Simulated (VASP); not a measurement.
Elastic constants (GPa) of a crystal from PBEsol GGA, VASP's PBE PAW potentials (set 64) run with VASP:

```tsv
	xx	yy	zz	yz	xz	xy
xx	197.5	108.6	80.4	0.0	0.0	0.0
yy	108.6	197.5	80.4	0.0	0.0	0.0
zz	80.4	80.4	214.4	0.0	0.0	0.0
yz	0.0	0.0	0.0	71.8	0.0	0.0
xz	0.0	0.0	0.0	0.0	71.8	0.0
xy	0.0	0.0	0.0	0.0	0.0	44.4
```

Finite-difference elastic constants of metals are sensitive to mesh and smearing; shear constants can be off by tens of GPa.

Q: Work out the Voigt, Reuss and Hill moduli, Young's modulus and Poisson's ratio.

A: All eigenvalues are positive (smallest 44.4 GPa), so the crystal is stable. K_V = (C11+C22+C33+2(C12+C13+C23))/9 = (609.4 + 2×269.4)/9 = 127.6 GPa; G_V = (609.4 − 269.4 + 3×188.0)/15 = 60.3 GPa. From the compliances, K_R = 127.5 GPa and G_R = 57.2 GPa. Hill: K = 127.5 GPa, G = 58.7 GPa, E = 9KG/(3K+G) = 152.8 GPa, ν = (3K−2G)/(2(3K+G)) = 0.300. K/G = 2.17, above Pugh's 1.75; universal anisotropy A^U = 0.27.

Q: With a density of 8.90 g/cm³, what are the mean sound speeds?

A: v_l = √((K+4G/3)/ρ) = 4.81 km/s and v_t = √(G/ρ) = 2.57 km/s. The crystal is NiSb (NiAs type), hexagonal.

The compound is NiSb in the NiAs type structure. It was relaxed first. The run is not spin-polarised, so no magnetic state was tried.
